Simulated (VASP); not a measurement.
Data:

```
CELL_PARAMETERS angstrom
      2.88760     0.00000     0.00000
     -1.44380     2.50074     0.00000
      0.00000     0.00000    13.10482
ATOMIC_POSITIONS crystal
  Al 0.32941 0.66047 0.25169
  Al 0.67032 0.33291 0.75036
  V  0.33750 0.67134 0.58760
  V  0.66761 0.33830 0.41343
  V  0.66153 0.32991 0.08524
  V  0.33387 0.66595 0.91297
  C  0.00069 0.99553 0.99829
  C  0.99906 0.00560 0.50042
```

Level of theory: PBE GGA, VASP's PBE PAW potentials (set 64) (plane waves; VASP 6.6.1). Settings: 400 eV cut-off, 10×10×2 Γ-centred mesh, Gaussian smearing of 0.10 eV, potentials Al V_sv C.

At this cut-off the stress carries a Pulay error, which pulls relaxed volumes low.

Question: The ions, cell shape and volume are relaxed. Which structure does the run end with?

Answer: 
```
CELL_PARAMETERS angstrom
      2.89927     0.00007    -0.00001
     -1.44957     2.51070    -0.00001
     -0.00004    -0.00006    13.10314
ATOMIC_POSITIONS crystal
  Al 0.33301 0.66664 0.24999
  Al 0.66699 0.33380 0.75002
  V  0.33369 0.66760 0.58544
  V  0.66690 0.33420 0.41447
  V  0.66630 0.33224 0.08551
  V  0.33311 0.66565 0.91458
  C  0.99964 0.99891 0.00005
  C  0.00036 0.00096 0.49995
```
Space group P6_3/mmc (194), at a tolerance of 0.03 Å.

Question: How do energy and volume change from the first to the last step?

Answer: The energy (σ→0) changes by -3.2 meV/atom and the volume by +0.8 %, in 18 ionic steps.

The structure comes from a computed database's AlV2C entry; how it stands against other phases isn't given here. In the starting cell atoms are displaced from their ideal sites. This run relaxes it. The run is one of a series of settings (EDIFFG = -0.01, IBRION = 2, ISIF = 3, NSW = 50 against the base run), some of them coarse on purpose. The run is not spin-polarised, so no magnetic state was tried.
